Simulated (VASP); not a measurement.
Method: PBE GGA, VASP's PBE PAW potentials (set 64) (plane waves; VASP).

The input files of a VASP run:

**KPOINTS**
```
Automatic mesh
0
Gamma
7 7 4
0 0 0
```

**INCAR**
```
! general
SYSTEM  = SnSe2
PREC    = Accurate
ENCUT   = 520
LREAL   = .FALSE.
LASPH   = .TRUE.

! electronic loop
EDIFF   = 1E-7
NELM    = 100
ALGO    = Normal
LMAXMIX = 4

! smearing
ISMEAR  = 0
SIGMA   = 0.05

! functional
GGA     = PE

! ions
IBRION  = 2
NSW     = 30
ISIF    = 4
EDIFFG  = -0.01

! output
LWAVE   = .FALSE.
LCHARG  = .FALSE.
```

POSCAR:
```
SnSe2
1.0
  1.9775204073  -3.4251660461   0.0000000000
  1.9775204073   3.4251660461   0.0000000000
  0.0000000000   0.0000000000   7.0133990306
Sn Se
1 2
Cart
  0.0000000000   0.0000000000   0.0000000000
  1.9775204073   1.1417242988   1.6252281334
  1.9775204073  -1.1417242988   5.3881708972
```

POTCAR, in this order: Sn_d Se (PBE.64 set). Program: vasp_std.

Output

**OUTCAR**
```
 ion  position               nearest neighbor table
   1  0.000  0.000  0.000-   2 2.80   3 2.80   3 2.80   2 2.80   3 2.80   2 2.80
   2  0.333  0.667  0.232-   1 2.80   1 2.80   1 2.80
   3  0.667  0.333  0.768-   1 2.80   1 2.80   1 2.80
  LATTYP: Found a hexagonal cell.
 ALAT       =     3.9550410118
 C/A-ratio  =     1.7732809874
 Subroutine PRICEL returns:
 Original cell was already a primitive cell.
 Subroutine GETGRP returns: Found 12 space group operations
The static configuration has the point symmetry D_3d.
The dynamic configuration has the point symmetry D_3d.
 Subroutine INISYM returns: Found 12 space group operations
 Subroutine IBZKPT returns following result:
 Found     28 irreducible k-points:

 Following reciprocal coordinates:
            Coordinates               Weight
  0.000000  0.000000  0.000000      1.000000
  0.142857  0.000000  0.000000      6.000000
  0.285714  0.000000  0.000000      6.000000
  0.428571 -0.000000  0.000000      6.000000
  0.142857  0.142857  0.000000      6.000000
  0.285714  0.142857  0.000000     12.000000
  0.428571  0.142857  0.000000      6.000000
  0.285714  0.285714  0.000000      6.000000
  0.000000  0.000000  0.250000      2.000000
  0.142857  0.000000  0.250000      6.000000
  0.000000  0.142857  0.250000      6.000000
  0.285714  0.000000  0.250000      6.000000
  0.000000  0.285714  0.250000      6.000000
  0.428571 -0.000000  0.250000      6.000000
 -0.000000  0.428571  0.250000      6.000000
  0.142857  0.142857  0.250000     12.000000
  0.285714  0.142857  0.250000     12.000000
 -0.142857  0.428571  0.250000     12.000000
  0.428571  0.142857  0.250000     12.000000
  0.285714  0.285714  0.250000     12.000000
  0.000000  0.000000  0.500000      1.000000
  0.142857  0.000000  0.500000      6.000000
  0.285714  0.000000  0.500000      6.000000
  0.428571 -0.000000  0.500000      6.000000
  0.142857  0.142857  0.500000      6.000000
  0.285714  0.142857  0.500000     12.000000
  0.428571  0.142857  0.500000      6.000000
  0.285714  0.285714  0.500000      6.000000
   k-points           NKPTS =     28   k-points in BZ     NKDIM =     28   number of bands    NBANDS=     17
   number of dos      NEDOS =    301   number of ions     NIONS =      3
   total plane-waves  NPLWV =  48600
   dimension x,y,z NGX =    30 NGY =   30 NGZ =   54
   dimension x,y,z NGXF=    60 NGYF=   60 NGZF=  108
   ions per type =               1   2
   PREC   = accura    normal or accurate (medium, high low for compatibility)
   ISTART =      0    job   : 0-new  1-cont  2-samecut
   ICHARG =      2    charge: 1-file 2-atom 10-const
   ISPIN  =      1    spin polarized calculation?
   LNONCOLLINEAR =      F non collinear calculations
   LSORBIT =      F    spin-orbit coupling
   INIWAV =      1    electr: 0-lowe 1-rand  2-diag
   ENCUT  =  520.0 eV  38.22 Ry    6.18 a.u.   7.35  7.35 13.04*2*pi/ulx,y,z
   NELM   =    100;   NELMIN=  2; NELMDL= -5     # of ELM steps
   EDIFF  = 0.1E-06   stopping-criterion for ELM
   LREAL  =      F    real-space projection
   NLSPLINE    = F    spline interpolate recip. space projectors
   LMAXMIX     =    4 max onsite mixed and CHGCAR
   VOSKOWN=      0    Vosko Wilk Nusair interpolation
   EDIFFG = -.1E-01   stopping-criterion for IOM
   NSW    =     30    number of steps for IOM
   NBLOCK =      1;   KBLOCK =     30    inner block; outer block
   IBRION =      2    ionic relax: 0-MD 1-quasi-New 2-CG
   NFREE  =      1    steps in history (QN), initial steepest desc. (CG)
   ISIF   =      4    stress and relaxation
   ISYM   =      2    0-nonsym 1-usesym 2-fastsym
   TEIN   =    0.0    initial temperature
   TEBEG  =    0.0;   TEEND  =   0.0 temperature during run
...
```

File OSZICAR:
```
       N       E                     dE             d eps       ncg     rms          rms(c)
DAV:   1     0.192238346953E+03    0.19224E+03   -0.12061E+04   952   0.161E+03
DAV:   2     0.854114938418E+01   -0.18370E+03   -0.18027E+03  1065   0.366E+02
DAV:   3    -0.114369294378E+02   -0.19978E+02   -0.19375E+02  1203   0.118E+02
DAV:   4    -0.120792083213E+02   -0.64228E+00   -0.64173E+00  1200   0.230E+01
DAV:   5    -0.120940884655E+02   -0.14880E-01   -0.14879E-01  1407   0.350E+00    0.430E+00
DAV:   6    -0.118304715536E+02    0.26362E+00   -0.70452E-01  1415   0.855E+00    0.277E+00
DAV:   7    -0.118200614429E+02    0.10410E-01   -0.14102E-01  1129   0.249E+00    0.973E-01
DAV:   8    -0.118202037082E+02   -0.14227E-03   -0.12200E-02  1242   0.102E+00    0.252E-01
DAV:   9    -0.118207870421E+02   -0.58333E-03   -0.15243E-03  1169   0.341E-01    0.778E-02
DAV:  10    -0.118208161639E+02   -0.29122E-04   -0.14133E-04  1358   0.866E-02    0.301E-02
DAV:  11    -0.118208508491E+02   -0.34685E-04   -0.55007E-05  1054   0.483E-02    0.127E-02
DAV:  12    -0.118208508426E+02    0.64733E-08   -0.27044E-06  1264   0.133E-02    0.724E-03
DAV:  13    -0.118208520796E+02   -0.12370E-05   -0.26772E-06  1002   0.102E-02    0.185E-03
DAV:  14    -0.118208522462E+02   -0.16659E-06   -0.77002E-08  1028   0.236E-03    0.352E-04
DAV:  15    -0.118208522355E+02    0.10678E-07   -0.43254E-08   722   0.156E-03
   1 F= -.11820852E+02 E0= -.11820852E+02  d E =-.118209E+02
       N       E                     dE             d eps       ncg     rms          rms(c)
DAV:   1    -0.118345976667E+02   -0.13745E-01   -0.92003E-01   952   0.479E+00    0.328E-01
DAV:   2    -0.118379364815E+02   -0.33388E-02   -0.43732E-02  1163   0.135E+00    0.112E-01
DAV:   3    -0.118376507296E+02    0.28575E-03   -0.73165E-04  1167   0.239E-01    0.762E-02
DAV:   4    -0.118375661414E+02    0.84588E-04   -0.33158E-04  1097   0.163E-01    0.274E-02
DAV:   5    -0.118375685639E+02   -0.24224E-05   -0.58358E-05  1279   0.711E-02    0.991E-03
DAV:   6    -0.118375693059E+02   -0.74204E-06   -0.46221E-06  1223   0.209E-02    0.503E-03
DAV:   7    -0.118375693143E+02   -0.83605E-08   -0.12467E-06  1148   0.873E-03    0.715E-04
DAV:   8    -0.118375693320E+02   -0.17782E-07   -0.20875E-07   879   0.320E-03
   2 F= -.11837569E+02 E0= -.11837569E+02  d E =-.167171E-01
       N       E                     dE             d eps       ncg     rms          rms(c)
DAV:   1    -0.118412879782E+02   -0.37187E-02   -0.33574E+00   952   0.915E+00    0.666E-01
DAV:   2    -0.118537920378E+02   -0.12504E-01   -0.16234E-01  1158   0.254E+00    0.214E-01
DAV:   3    -0.118527357432E+02    0.10563E-02   -0.26467E-03  1167   0.446E-01    0.147E-01
DAV:   4    -0.118523922189E+02    0.34352E-03   -0.13150E-03  1097   0.326E-01    0.511E-02
DAV:   5    -0.118523993893E+02   -0.71703E-05   -0.21816E-04  1261   0.139E-01    0.192E-02
DAV:   6    -0.118524014762E+02   -0.20870E-05   -0.17662E-05  1237   0.407E-02    0.999E-03
DAV:   7    -0.118524014731E+02    0.31469E-08   -0.50484E-06  1174   0.180E-02    0.118E-03
DAV:   8    -0.118524015360E+02   -0.62950E-07   -0.84010E-07  1000   0.690E-03
   3 F= -.11852402E+02 E0= -.11852402E+02  d E =-.315493E-01
       N       E                     dE             d eps       ncg     rms          rms(c)
DAV:   1    -0.119089174784E+02   -0.56516E-01   -0.25407E+00   952   0.109E+01    0.123E+00
DAV:   2    -0.118808925950E+02    0.28025E-01   -0.14304E-01  1031   0.353E+00    0.689E-01
DAV:   3    -0.118657233777E+02    0.15169E-01   -0.29915E-02  1106   0.118E+00    0.288E-01
DAV:   4    -0.118643575243E+02    0.13659E-02   -0.50002E-03  1163   0.705E-01    0.706E-02
DAV:   5    -0.118643582369E+02   -0.71260E-06   -0.51567E-04  1341   0.209E-01    0.314E-02
DAV:   6    -0.118643933143E+02   -0.35077E-04   -0.85338E-05  1151   0.111E-01    0.732E-03
DAV:   7    -0.118643996998E+02   -0.63855E-05   -0.14201E-05  1014   0.330E-02    0.620E-03
DAV:   8    -0.118644018571E+02   -0.21573E-05   -0.34733E-06  1143   0.186E-02    0.243E-03
DAV:   9    -0.118644022505E+02   -0.39338E-06   -0.77796E-07  1015   0.769E-03    0.671E-04
DAV:  10    -0.118644023230E+02   -0.72532E-07   -0.10099E-07   899   0.256E-03
   4 F= -.11864402E+02 E0= -.11864402E+02  d E =-.120008E-01
       N       E                     dE             d eps       ncg     rms          rms(c)
DAV:   1    -0.119399094269E+02   -0.75507E-01   -0.39736E+00   952   0.137E+01    0.154E+00
DAV:   2    -0.118955088356E+02    0.44401E-01   -0.22572E-01  1045   0.438E+00    0.861E-01
DAV:   3    -0.118718135020E+02    0.23695E-01   -0.45935E-02  1091   0.139E+00    0.366E-01
DAV:   4    -0.118694563750E+02    0.23571E-02   -0.78687E-03  1182   0.835E-01    0.867E-02
DAV:   5    -0.118694520201E+02    0.43549E-05   -0.77369E-04  1333   0.258E-01    0.393E-02
DAV:   6    -0.118695101647E+02   -0.58145E-04   -0.12760E-04  1105   0.138E-01    0.929E-03
DAV:   7    -0.118695212136E+02   -0.11049E-04   -0.21704E-05  1087   0.402E-02    0.791E-03
DAV:   8    -0.118695247502E+02   -0.35366E-05   -0.58736E-06  1050   0.230E-02    0.323E-03
DAV:   9    -0.118695254132E+02   -0.66303E-06   -0.14091E-06  1106   0.976E-03    0.870E-04
DAV:  10    -0.118695255292E+02   -0.11593E-06   -0.15975E-07   925   0.317E-03    0.678E-04
DAV:  11    -0.118695255234E+02    0.57826E-08   -0.27972E-08   751   0.194E-03
   5 F= -.11869526E+02 E0= -.11869526E+02  d E =-.171240E-01
       N       E                     dE             d eps       ncg     rms          rms(c)
DAV:   1    -0.118697161132E+02   -0.19058E-03   -0.10022E-02   952   0.688E-01    0.766E-02
DAV:   2    -0.118696026180E+02    0.11350E-03   -0.56902E-04  1053   0.290E-01    0.431E-02
DAV:   3    -0.118695419274E+02    0.60691E-04   -0.12143E-04  1228   0.126E-01    0.179E-02
DAV:   4    -0.118695371052E+02    0.48222E-05   -0.22995E-05  1263   0.479E-02    0.457E-03
DAV:   5    -0.118695371787E+02   -0.73499E-07   -0.30546E-06  1259   0.145E-02    0.211E-03
DAV:   6    -0.118695373771E+02   -0.19833E-06   -0.37051E-07  1019   0.657E-03    0.466E-04
DAV:   7    -0.118695374265E+02   -0.49435E-07   -0.62755E-08   576   0.215E-03
   6 F= -.11869537E+02 E0= -.11869537E+02  d E =-.171359E-01
       N       E                     dE             d eps       ncg     rms          rms(c)
DAV:   1    -0.118695686791E+02   -0.31302E-04   -0.29984E-02   952   0.874E-01    0.589E-02
DAV:   2    -0.118696787132E+02   -0.11003E-03   -0.14664E-03  1216   0.261E-01    0.221E-02
DAV:   3    -0.118696687466E+02    0.99666E-05   -0.26996E-05  1135   0.481E-02    0.149E-02
DAV:   4    -0.118696667226E+02    0.20241E-05   -0.12171E-05  1184   0.315E-02    0.544E-03
DAV:   5    -0.118696672252E+02   -0.50268E-06   -0.21934E-06  1296   0.135E-02    0.190E-03
DAV:   6    -0.118696673038E+02   -0.78522E-07   -0.15716E-07   742   0.382E-03
   7 F= -.11869667E+02 E0= -.11869667E+02  d E =-.129877E-03
```

### OUTCAR
```
------------------------ aborting loop because EDIFF is reached ----------------------------------------
  FORCE on cell =-STRESS in cart. coord.  units (eV):
  Direction    XX          YY          ZZ          XY          YZ          ZX
  --------------------------------------------------------------------------------------
  Total       -0.0541255     -0.0541255     -0.0583838      0.0000000      0.0000000      0.0000000
  in kB       -0.9127482     -0.9127483     -0.9845583      0.0000000      0.0000000      0.0000000
  external PRESSURE =      -0.9366849 kB  Pullay stress =       0.0000000 kB
  volume of cell :       95.01
      direct lattice vectors                 reciprocal lattice vectors
     1.937650989 -3.356110111  0.000000000     0.258044407 -0.148982001  0.000000000
     1.937650989  3.356110111 -0.000000000     0.258044407  0.148982001 -0.000000000
    -0.000000000  0.000000000  7.304986162    -0.000000000  0.000000000  0.136892799
 POSITION                                       TOTAL-FORCE (eV/Angst)
 -----------------------------------------------------------------------------------
      3.87530      0.00000      0.00000        -0.000000     -0.000000     -0.000000
      1.93765      1.11871      1.59496        -0.000000     -0.000000     -0.002317
      1.93765     -1.11871      5.71003         0.000000      0.000000      0.002317
 -----------------------------------------------------------------------------------
    total drift:                                0.000000      0.000000      0.000000
  FREE ENERGIE OF THE ION-ELECTRON SYSTEM (eV)
  ---------------------------------------------------
  free  energy   TOTEN  =       -11.8696673038 eV

  energy  without entropy=      -11.8696673038  energy(sigma->0) =      -11.86966730

 reached required accuracy - stopping structural energy minimisation
```
(Selected blocks of OUTCAR.)

**CONTCAR**
```
SnSe2
   1.00000000000000
     1.9376509891625973   -3.3561101105808779    0.0000000000000001
     1.9376509891625973    3.3561101105808779   -0.0000000000000001
    -0.0000000000000000    0.0000000000000001    7.3049861622225523
  Sn              Se
     1     2
Direct
     1.0000000000000000    1.0000000000000000    0.0000000000000000
     0.3333330000000032    0.6666669999999968    0.2183379533746490
     0.6666669999999968    0.3333330000000032    0.7816620466253509
```

Without a dispersion term in the relaxation, distances and binding between the weakly bound layers, chains or molecules are unreliable, and so is what depends on them.

The compound is SnSe2 in the 1T layered structure. This cell is one point of a volume scan, at 1.06 of the reference volume. Symmetry was kept, so distortions that lower it aren't found.
